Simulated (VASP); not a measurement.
Input:

```
SrTe
1.0
    0.00000     3.42221     3.42221
    3.42221     0.00000     3.42221
    3.42221     3.42221     0.00000
Sr Te
1 1
Direct
  0.00000   0.00000   0.00000
  0.50000   0.50000   0.50000
```

These are vdW-DF2, VASP's PBE PAW potentials (set 64) (plane waves; VASP) values and carry that method's errors. Numerical set-up: 520 eV cut-off, 8×8×8 Γ-centred mesh, tetrahedra with Blöchl corrections, potentials Sr_sv Te.

Unless said otherwise, spin-orbit coupling is left out, though it shifts the bands of the heavy elements here.

Task: Tabulate the total density of states (states/eV per cell) against energy (eV; zero at the valence-band maximum or, without a gap, the Fermi level).

Result: 
(E (eV), DOS (states/eV)): (-9.92, 0.00); (-9.70, 0.45); (-9.49, 3.02); (-9.38, 11.4); (-9.16, 0.00); (-8.95, 0.00); (-8.73, 0.00); (-8.51, 0.00); (-8.41, 0.00); (-8.19, 0.00); (-7.97, 0.00); (-7.76, 0.00); (-7.54, 0.00); (-7.43, 0.00); (-7.22, 0.00); (-7.00, 0.00); (-6.79, 0.00); (-6.57, 0.00); (-6.46, 0.00); (-6.24, 0.00); (-6.03, 0.00); (-5.81, 0.00); (-5.60, 0.00); (-5.49, 0.00); (-5.27, 0.00); (-5.06, 0.00); (-4.84, 0.00); (-4.62, 0.00); (-4.52, 0.00); (-4.30, 0.00); (-4.08, 0.00); (-3.87, 0.00); (-3.65, 0.00); (-3.54, 0.00); (-3.33, 0.00); (-3.11, 0.00); (-2.89, 0.00); (-2.68, 0.00); (-2.57, 0.00); (-2.35, 0.67); (-2.14, 1.65); (-1.92, 3.25); (-1.81, 3.51); (-1.60, 0.98); (-1.38, 1.20); (-1.17, 3.01); (-0.95, 8.73); (-0.84, 6.72); (-0.62, 2.78); (-0.41, 1.15); (-0.19, 0.50); (0.02, 0.01); (0.13, 0.00); (0.35, 0.00); (0.56, 0.00); (0.78, 0.00); (1.00, 0.00); (1.10, 0.00); (1.32, 0.00); (1.54, 0.00); (1.75, 0.00); (1.97, 0.01); (2.08, 0.10); (2.29, 0.35); (2.51, 0.54); (2.73, 0.75); (2.94, 1.09); (3.05, 1.40); (3.27, 1.73); (3.48, 1.99); (3.70, 2.38); (3.91, 2.31); (4.02, 2.20); (4.24, 3.29); (4.46, 3.85); (4.67, 4.01); (4.89, 4.14); (5.00, 4.00); (5.21, 4.62); (5.43, 1.60)
Within 2 eV below the valence-band maximum the largest weight inside VASP's projection spheres is Te p.

The compound is SrTe in the rock salt structure. It was relaxed first, which changed the volume by +9 %.
